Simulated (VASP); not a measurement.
Calculation: MS2 meta-GGA, VASP's PBE PAW potentials (set 64) (plane waves; VASP).

Input for VASP

INCAR:
```
ALGO = Normal
EDIFF = 1E-7
ENCUT = 520
ISIF = 2
ISMEAR = -5
LASPH = .TRUE.
LCHARG = .FALSE.
LMAXMIX = 4
LMIXTAU = .TRUE.
LORBIT = 11
LREAL = .FALSE.
LWAVE = .FALSE.
METAGGA = MS2
NEDOS = 601
NELM = 100
PREC = Accurate
SYSTEM = AgCl
```

KPOINTS:
```
Automatic
0
gamma
  9 9 9
0 0 0
```

### POSCAR
```
AgCl
2.7673590
  0.0000000000   1.0000000108   1.0000000108
  1.0000000108   0.0000000000   1.0000000108
  1.0000000108   1.0000000108   0.0000000000
Ag Cl
1 1
Cartesian
  1.0000000108   1.0000000108   0.0000000000
  1.0000000108   1.0000000108   1.0000000108
```

**KPOINTS_OPT**
```
k-points along high-symmetry lines
10
Line-mode
Reciprocal
  0.000000   0.000000   0.000000 ! GAMMA
  0.500000   0.000000   0.500000 ! X

  0.500000   0.000000   0.500000 ! X
  0.625000   0.250000   0.625000 ! U

  0.375000   0.375000   0.750000 ! K
  0.000000   0.000000   0.000000 ! GAMMA

  0.000000   0.000000   0.000000 ! GAMMA
  0.500000   0.500000   0.500000 ! L

  0.500000   0.500000   0.500000 ! L
  0.500000   0.250000   0.750000 ! W

  0.500000   0.250000   0.750000 ! W
  0.500000   0.000000   0.500000 ! X
```

POTCAR, in this order: Ag Cl (PBE.64 set). Program: vasp_std.

Output of the run:

OUTCAR:
```
 ion  position               nearest neighbor table
   1  0.000  0.000  0.000-   2 2.77   2 2.77   2 2.77   2 2.77   2 2.77   2 2.77
   2  0.500  0.500  0.500-   1 2.77   1 2.77   1 2.77   1 2.77   1 2.77   1 2.77
  LATTYP: Found a face centered cubic cell.
 ALAT       =     5.5347180598
 Subroutine PRICEL returns:
 Original cell was already a primitive cell.
 Subroutine GETGRP returns: Found 48 space group operations
The static configuration has the point symmetry O_h .
The dynamic configuration has the point symmetry O_h .
 Subroutine INISYM returns: Found 48 space group operations
 Subroutine IBZKPT returns following result:
 Found     35 irreducible k-points:

 Following reciprocal coordinates:
            Coordinates               Weight
  0.000000  0.000000  0.000000      1.000000
  0.111111  0.000000  0.000000      8.000000
  0.222222  0.000000  0.000000      8.000000
  0.333333  0.000000  0.000000      8.000000
  0.444444  0.000000  0.000000      8.000000
  0.111111  0.111111  0.000000      6.000000
  0.222222  0.111111  0.000000     24.000000
  0.333333  0.111111  0.000000     24.000000
  0.444444  0.111111  0.000000     24.000000
...
```

File OSZICAR:
```
       N       E                     dE             d eps       ncg     rms          rms(c)
DAV:   1     0.841732896422E+02    0.84173E+02   -0.82571E+03   926   0.118E+03
DAV:   2    -0.162212935982E+02   -0.10039E+03   -0.93599E+02  1080   0.241E+02
DAV:   3    -0.204471988502E+02   -0.42259E+01   -0.42113E+01  1065   0.560E+01
DAV:   4    -0.204750272270E+02   -0.27828E-01   -0.27828E-01  1020   0.498E+00
DAV:   5    -0.204753243389E+02   -0.29711E-03   -0.29708E-03  1040   0.518E-01    0.980E+00
DAV:   6    -0.644649548637E+01    0.14029E+02   -0.23498E+01   910   0.598E+01    0.826E+00
DAV:   7    -0.772645528265E+01   -0.12800E+01   -0.72149E-01   925   0.110E+01    0.549E+00
DAV:   8    -0.750742525452E+01    0.21903E+00   -0.53921E-01   930   0.109E+01    0.184E+00
DAV:   9    -0.770356854984E+01   -0.19614E+00   -0.15837E-01   910   0.483E+00    0.733E-01
DAV:  10    -0.750699624372E+01    0.19657E+00   -0.23789E-01   910   0.639E+00    0.476E-01
DAV:  11    -0.763690936344E+01   -0.12991E+00   -0.82959E-02   910   0.383E+00    0.359E-01
DAV:  12    -0.763837174212E+01   -0.14624E-02   -0.30677E-03   920   0.845E-01    0.142E-01
DAV:  13    -0.763736125750E+01    0.10105E-02   -0.17128E-03   910   0.460E-01    0.845E-02
DAV:  14    -0.763830371827E+01   -0.94246E-03   -0.52178E-04   930   0.267E-01    0.355E-02
DAV:  15    -0.763859291235E+01   -0.28919E-03   -0.89619E-05   930   0.138E-01    0.361E-02
DAV:  16    -0.763857555447E+01    0.17358E-04   -0.39930E-05   960   0.982E-02    0.122E-02
DAV:  17    -0.763861957728E+01   -0.44023E-04   -0.16952E-05   915   0.514E-02    0.854E-03
DAV:  18    -0.763861908183E+01    0.49545E-06   -0.14731E-07  1023   0.437E-03    0.794E-03
DAV:  19    -0.763862031851E+01   -0.12367E-05   -0.15365E-07   645   0.518E-03    0.266E-03
DAV:  20    -0.763861760746E+01    0.27111E-05   -0.13192E-07   640   0.499E-03    0.163E-03
DAV:  21    -0.763861856935E+01   -0.96189E-06   -0.17317E-08   465   0.144E-03    0.128E-03
DAV:  22    -0.763861783160E+01    0.73775E-06   -0.12343E-08   455   0.134E-03    0.422E-04
DAV:  23    -0.763861792264E+01   -0.91050E-07   -0.31642E-09   455   0.747E-04
   1 F= -.76386179E+01 E0= -.76386179E+01  d E =0.000000E+00
       N       E                     dE             ncg
       N       E                     dE             ncg
```

### OUTCAR
```
------------------------ aborting loop because EDIFF is reached ----------------------------------------
  FORCE on cell =-STRESS in cart. coord.  units (eV):
  Direction    XX          YY          ZZ          XY          YZ          ZX
  --------------------------------------------------------------------------------------
  Total       -0.0189893     -0.0189893     -0.0189893     -0.0000000      0.0000000      0.0000000
  in kB       -0.7177827     -0.7177827     -0.7177827     -0.0000000      0.0000000      0.0000000
  external PRESSURE =      -0.7177827 kB  Pullay stress =       0.0000000 kB
  volume of cell :       42.39
      direct lattice vectors                 reciprocal lattice vectors
     0.000000000  2.767359030  2.767359030    -0.180677677  0.180677677  0.180677677
     2.767359030  0.000000000  2.767359030     0.180677677 -0.180677677  0.180677677
     2.767359030  2.767359030  0.000000000     0.180677677  0.180677677 -0.180677677
  FREE ENERGIE OF THE ION-ELECTRON SYSTEM (eV)
  ---------------------------------------------------
  free  energy   TOTEN  =        -7.6386179226 eV

  energy  without entropy=       -7.6386179226  energy(sigma->0) =       -7.63861792

 total charge

# of ion       s       p       d       tot
------------------------------------------
    1        0.232   0.140   9.360   9.731
    2        1.593   3.507   0.000   5.100
--------------------------------------------------
tot          1.825   3.646   9.360  14.831
```
(Selected blocks of OUTCAR.)

The compound is AgCl in the rock salt structure. It was relaxed first.
